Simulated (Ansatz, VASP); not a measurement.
## PtSe2 (Sudovikovite) in two plane-wave programs

Wanted: the spread between two codes on one cell, functional and k mesh. The cell is taken from a series of runs on this material, whose earlier steps may have relaxed, scaled, displaced or heated it; both programs get it as it stands.

Method: plane waves, with VASP 6.6.1 beside it; zone-centre phonons at PBEsol with D3(BJ), in Ansatz 0.2.0.

**1. Starting point**

The structure is trigonal, space group P-3m1 (No. 164). The conventional cell has a = 3.756 Å, b = 3.756 Å, c = 4.773 Å, α = 90.00°, β = 90.00°, γ = 120.00°. Nearest to Se lie 3 Pt at 2.51 Å. Nearest to Pt lie 6 Se at 2.51 Å. Farther neighbours and most contacts between anions are not listed.

**2. VASP: zone-centre phonons, PBEsol with D3(BJ)**

Second derivatives magnify differences that forces hide, and they need a tight electronic threshold.

Lines of VASP's logs that name or quote its potential files are left out, and so is its time.

Contents of INCAR:

```
SYSTEM = PtSe2
PREC = Accurate
ENCUT = 500
EDIFF = 1E-08
NELM = 120
ISMEAR = 1
SIGMA = 0.2
LREAL = .FALSE.
ALGO = Normal
GGA = PS
IVDW = 12
NBANDS = 17
LASPH = .TRUE.
LORBIT = 11
LWAVE = .FALSE.
LCHARG = .FALSE.
ISIF = 2
IBRION = 6
NFREE = 2
POTIM = 0.015
NSW = 1
GGA_COMPAT = .FALSE.
KPAR = 2
```

Contents of POSCAR:

```
PtSe2
1.0
    3.7557665988      0.0000000000      0.0000000000
   -1.8778832994      3.2525892853      0.0000000000
    0.0000000000      0.0000000000      4.7726344108
Se Pt
2 1
Direct
    0.3333333333      0.6666666667      0.2651092455
    0.6666666667      0.3333333333      0.7348907545
    0.0000000000      0.0000000000      0.0000000000
```

Contents of KPOINTS:

```
Automatic mesh
0
Gamma
15 15 8
0 0 0
```

Potentials, in the order of the species: Se and Pt (PBE family, release 64).

Command:

```
mpirun -np 2 vasp_std
```

Numbers of over 12 decimals in the logs are rounded to 6 here.

Log:

```text
[banner, memory and clock lines left out]
running    2 mpi-ranks, on    1 nodes
 distrk:  each k-point on    1 cores,    2 groups
 distr:  one band on    1 cores,    1 groups

 POSCAR found type information on POSCAR SePt
 POSCAR found :  2 types and       3 ions
|                                                                             |
|               ----> ADVICE to this user running VASP <----                  |
|                                                                             |
|     You enforced a specific xc type in the INCAR file but a different       |
|     [... a line on the potential file left out ...]
|     I HOPE YOU KNOW WHAT YOU ARE DOING!                                     |
|                                                                             |

 LDA part: xc-table for (Slater+PW92), standard interpolation
 POSCAR, INCAR and KPOINTS ok, starting setup
 FFT: planning ... GRIDC
 FFT: planning ... GRID_SOFT
 FFT: planning ... GRID
 WAVECAR not read
 entering main loop
       N       E                     dE             d eps       ncg     rms          rms(c)
DAV:   1     0.107051689793E+03    0.10705E+03   -0.99145E+03  6576   0.111E+03
DAV:   2    -0.119785176371E+02   -0.11903E+03   -0.11564E+03  8196   0.216E+02
DAV:   3    -0.166808168058E+02   -0.47023E+01   -0.46631E+01  7948   0.439E+01
DAV:   4    -0.167149088894E+02   -0.34092E-01   -0.34080E-01  8283   0.402E+00
DAV:   5    -0.167152373984E+02   -0.32851E-03   -0.32849E-03  8145   0.376E-01    0.128E+01
DAV:   6    -0.161455691483E+02    0.56967E+00   -0.47741E+00  6658   0.196E+01    0.787E+00
DAV:   7    -0.159277361883E+02    0.21783E+00   -0.88671E-01  6676   0.945E+00    0.388E+00
DAV:   8    -0.159044656942E+02    0.23270E-01   -0.61214E-02  7118   0.170E+00    0.830E-01
DAV:   9    -0.159014545181E+02    0.30112E-02   -0.74918E-03  7396   0.829E-01    0.201E-01
DAV:  10    -0.159014640921E+02   -0.95740E-05   -0.11577E-03  7509   0.214E-01    0.354E-02
DAV:  11    -0.159014629137E+02    0.11784E-05   -0.44533E-05  8437   0.550E-02    0.235E-02
DAV:  12    -0.159014625168E+02    0.39688E-06   -0.31637E-06  7392   0.132E-02    0.426E-03
DAV:  13    -0.159014625225E+02   -0.57144E-08   -0.53922E-07  8450   0.517E-03    0.124E-03
DAV:  14    -0.159014625256E+02   -0.30427E-08   -0.37575E-08  7636   0.149E-03
   1 F= -.17238795E+02 E0= -.17239228E+02  d E =0.129881E-02
[... from here on, the cycles between the ionic steps are left out ...]
   2 F= -.17237932E+02 E0= -.17238362E+02  d E =0.128975E-02
   3 F= -.17237932E+02 E0= -.17238362E+02  d E =0.128968E-02
   4 F= -.17237875E+02 E0= -.17238337E+02  d E =0.138416E-02
   5 F= -.17237444E+02 E0= -.17237833E+02  d E =0.116819E-02
   6 F= -.17237102E+02 E0= -.17237539E+02  d E =0.131104E-02
   7 F= -.17237102E+02 E0= -.17237539E+02  d E =0.131109E-02
   8 F= -.17237058E+02 E0= -.17237489E+02  d E =0.129500E-02
 Finite differences progress:
  Degree of freedom:   4/  4
  Displacement:        1/  2
  Total:               7/  8
 bond charge predicted
       N       E                     dE             d eps       ncg     rms          rms(c)
DAV:   1    -0.158946819240E+02    0.50435E-02   -0.48755E+00  6545   0.114E+01    0.327E-01
DAV:   2    -0.159005331570E+02   -0.58512E-02   -0.60211E-02  7306   0.173E+00    0.204E-01
DAV:   3    -0.159000697099E+02    0.46345E-03   -0.12744E-03  8299   0.240E-01    0.148E-01
DAV:   4    -0.158997354349E+02    0.33428E-03   -0.17698E-03  6927   0.218E-01    0.308E-02
DAV:   5    -0.158997323432E+02    0.30917E-05   -0.50015E-05  7239   0.539E-02    0.178E-02
DAV:   6    -0.158997264161E+02    0.59270E-05   -0.13031E-05  7202   0.241E-02    0.774E-03
DAV:   7    -0.158997256046E+02    0.81150E-06   -0.11997E-05  7760   0.181E-02    0.322E-03
DAV:   8    -0.158997254276E+02    0.17708E-06   -0.79633E-07  7016   0.529E-03    0.100E-03
DAV:   9    -0.158997254191E+02    0.84863E-08   -0.12637E-07  8121   0.191E-03    0.348E-04
DAV:  10    -0.158997254192E+02   -0.12687E-09   -0.11444E-08  3711   0.669E-04
   9 F= -.17237058E+02 E0= -.17237489E+02  d E =0.129501E-02
 Finite differences progress:
  Degree of freedom:   4/  4
  Displacement:        2/  2
  Total:               8/  8
```

From OUTCAR (step 2):

```text
ion  position               nearest neighbor table
   1  0.333  0.667  0.265-   3 2.51   3 2.51   3 2.51
   2  0.667  0.333  0.735-   3 2.51   3 2.51   3 2.51
   3  0.000  0.000  0.000-   1 2.51   2 2.51   2 2.51   1 2.51   2 2.51   1 2.51

  LATTYP: Found a hexagonal cell.
 ALAT       =     3.7557665988
 C/A-ratio  =     1.2707484039

 Subroutine GETGRP returns: Found 12 space group operations
 (whereof 12 operations were pure point group operations)

The static configuration has the point symmetry D_3d.

 Found    192 irreducible k-points:

   k-points           NKPTS =    192   k-points in BZ     NKDIM =    192   number of bands    NBANDS=     17

   dimension x,y,z NGX =    28 NGY =   28 NGZ =   36
   dimension x,y,z NGXF=    56 NGYF=   56 NGZF=   72

   ENCUT  =  500.0 eV  36.75 Ry    6.06 a.u.   6.85  6.85  8.70*2*pi/ulx,y,z

   NELECT =      22.0000    total number of electrons

 k-points in reciprocal lattice and weights: Automatic mesh
   0.00000000  0.00000000  0.00000000       0.001
   0.06666667  0.00000000  0.00000000       0.003
   0.13333333  0.00000000  0.00000000       0.003
   0.20000000  0.00000000  0.00000000       0.003
   0.26666667  0.00000000  0.00000000       0.003
   0.33333333  0.00000000  0.00000000       0.003
   0.40000000  0.00000000  0.00000000       0.003
   0.46666667  0.00000000  0.00000000       0.003
   0.06666667  0.06666667  0.00000000       0.003
[...]
0.33333333  0.26666667  0.50000000       0.007
   0.33333333  0.33333333  0.50000000       0.001

 Edisp (eV)   -1.33733

 average (electrostatic) potential at core
       1 -52.2744       2 -52.3038       3 -68.0017

 E-fermi :   6.8059

 k-point     1 :       0.0000    0.0000    0.0000
  band No.  band energies     occupation
    ...
      6       2.9439      2.00000
      7       2.9439      2.00000
      8       4.3381      2.00000
      9       5.7997      2.00000
     10       5.7997      2.00000
     11       7.6734     -0.00000
     12       7.9142     -0.00000
     13       7.9142     -0.00000
     14       9.9778     -0.00000
     15      10.9602      0.00000
    ...

 k-point     2 :       0.0667    0.0000    0.0000
  band No.  band energies     occupation
    ...
      6       2.8792      2.00000
      7       2.9075      2.00000
      8       4.2288      2.00000
      9       5.5687      2.00000
     10       5.7165      2.00000
     11       7.1669     -0.02850
     12       7.9836     -0.00000
     13       8.2486     -0.00000
     14      10.3362     -0.00000
     15      11.2632      0.00000
    ...

 k-point     3 :       0.1333    0.0000    0.0000
  band No.  band energies     occupation
    ...
      7       2.8140      2.00000
      8       3.8981      2.00000
      9       5.1635      2.00000
     10       5.4824      2.00000
     11       6.5365      2.06704
     12       8.1783     -0.00000
     13       8.4665     -0.00000
     14      11.0783      0.00000
     15      11.9779      0.00000
     16      13.5176      0.00000
    ...

 Edisp (eV)   -1.33733

  Total      -0.94376    -0.94376    -0.95944    -0.00000    -0.00000    -0.00000
  in kB     -25.93493   -25.93493   -26.36596    -0.00000    -0.00000    -0.00000
  external pressure =      -26.08 kB  Pullay stress =        0.00 kB

  energy-cutoff  :      500.00
  volume of cell :       58.30
      direct lattice vectors                 reciprocal lattice vectors
     3.755766599  0.000000000  0.000000000     0.266257227  0.153723682  0.000000000
    -1.877883299  3.252589285  0.000000000     0.000000000  0.307447363  0.000000000
     0.000000000  0.000000000  4.772634411     0.000000000  0.000000000  0.209527886

 POSITION                                       TOTAL-FORCE (eV/Angst)
 -----------------------------------------------------------------------------------
     -0.00000      2.16839      1.26527        -0.000000      0.000000     -0.100155
      1.87788      1.08420      3.50736         0.000000     -0.000000     -0.131474
      0.00000      0.00000     -0.01500         0.000000     -0.000000      0.231629
 -----------------------------------------------------------------------------------
    total drift:                                0.000000      0.000000      0.000109

  FREE ENERGIE OF THE ION-ELECTRON SYSTEM (eV)
  ---------------------------------------------------
  free  energy   TOTEN  =       -17.2370575128 eV

  energy  without entropy=      -17.2383525183  energy(sigma->0) =      -17.23748918

 Eigenvectors and eigenvalues of the dynamical matrix
 ----------------------------------------------------

   1 f  =    6.575047 THz    41.312236 2PiTHz  219.319947 cm-1    27.192196 meV
             X         Y         Z           dx          dy          dz
     -0.000000  2.168393  1.265270     0.000000    0.000000   -0.525614
      1.877883  1.084196  3.507365    -0.000000    0.000000   -0.525614
      0.000000  0.000000  0.000000    -0.000000    0.000000    0.668924

   2 f  =    6.493105 THz    40.797382 2PiTHz  216.586668 cm-1    26.853312 meV
             X         Y         Z           dx          dy          dz
     -0.000000  2.168393  1.265270     0.000002   -0.525623    0.000000
      1.877883  1.084196  3.507365     0.000002   -0.525623   -0.000000
      0.000000  0.000000  0.000000    -0.000002    0.668910    0.000000

   3 f  =    6.493105 THz    40.797382 2PiTHz  216.586668 cm-1    26.853312 meV
             X         Y         Z           dx          dy          dz
     -0.000000  2.168393  1.265270    -0.525623   -0.000002    0.000000
      1.877883  1.084196  3.507365    -0.525623   -0.000002   -0.000000
      0.000000  0.000000  0.000000     0.668910    0.000002    0.000000

   4 f  =    6.212699 THz    39.035540 2PiTHz  207.233339 cm-1    25.693648 meV
             X         Y         Z           dx          dy          dz
     -0.000000  2.168393  1.265270    -0.000000   -0.000000   -0.707107
      1.877883  1.084196  3.507365    -0.000000   -0.000000    0.707107
      0.000000  0.000000  0.000000     0.000000    0.000000    0.000000

   5 f  =    4.918831 THz    30.905927 2PiTHz  164.074544 cm-1    20.342642 meV
             X         Y         Z           dx          dy          dz
     -0.000000  2.168393  1.265270     0.000004   -0.707107   -0.000000
      1.877883  1.084196  3.507365    -0.000004    0.707107    0.000000
      0.000000  0.000000  0.000000    -0.000000   -0.000000    0.000000

   6 f  =    4.918831 THz    30.905927 2PiTHz  164.074544 cm-1    20.342642 meV
             X         Y         Z           dx          dy          dz
     -0.000000  2.168393  1.265270    -0.707107   -0.000004    0.000000
      1.877883  1.084196  3.507365     0.707107    0.000004   -0.000000
      0.000000  0.000000  0.000000     0.000000    0.000000    0.000000

   7 f/i=    0.000487 THz     0.003059 2PiTHz    0.016237 cm-1     0.002013 meV
             X         Y         Z           dx          dy          dz
     -0.000000  2.168393  1.265270    -0.003105   -0.472980    0.000000
      1.877883  1.084196  3.507365    -0.003105   -0.472980    0.000000
      0.000000  0.000000  0.000000    -0.004880   -0.743328    0.000000

   8 f/i=    0.000487 THz     0.003059 2PiTHz    0.016237 cm-1     0.002013 meV
             X         Y         Z           dx          dy          dz
     -0.000000  2.168393  1.265270     0.472980   -0.003105    0.000000
      1.877883  1.084196  3.507365     0.472980   -0.003105   -0.000000
      0.000000  0.000000  0.000000     0.743328   -0.004880    0.000000

   9 f/i=    0.000620 THz     0.003893 2PiTHz    0.020667 cm-1     0.002562 meV
             X         Y         Z           dx          dy          dz
     -0.000000  2.168393  1.265270     0.000000    0.000000   -0.473001
      1.877883  1.084196  3.507365    -0.000000    0.000000   -0.473001
      0.000000  0.000000  0.000000    -0.000000    0.000000   -0.743331

 ELASTIC MODULI CONTR FROM IONIC RELAXATION (kBar)
 Direction    XX          YY          ZZ          XY          YZ          ZX
 --------------------------------------------------------------------------------
 XX        -577.5168   -346.1724   -526.5770     -0.0000    233.3091      0.0000
 YY        -346.1724   -577.5168   -526.5770      0.0000   -233.3091     -0.0000
 ZZ        -526.5770   -526.5770   -600.3822      0.0000     -0.0000     -0.0000
 XY          -0.0000      0.0000      0.0000   -115.6722      0.0000    233.3098
 YZ         233.3091   -233.3091     -0.0000      0.0000   -470.5811     -0.0000
 ZX           0.0000     -0.0000     -0.0000    233.3098     -0.0000   -470.5837
 --------------------------------------------------------------------------------

 total charge
# of ion       s       p       d       tot
------------------------------------------
    1        1.489   2.211   0.075   3.774
    2        1.489   2.211   0.075   3.774
    3        0.678   0.693   8.042   9.413
--------------------------------------------------
tot          3.655   5.115   8.191  16.962

[... 3 further parts left out ...]
```

Levels, forces or a CONTCAR printed for this step are those of its last displaced cell, not of the structure at rest.

[end of part 1 of 2]

[Lines on the potential files, build, host, timing and source positions are cut from VASP's logs without a mark.]

[Logs are printed without paths, hosts, clocks, repeated set-up lines and the standing remarks that a program may print on its own settings, such as how far it seeks lower states.]

[Hosts, paths, dates, database ids (printed as entryN), source tags and the programs' standing remarks are cut or masked in the printed files.]
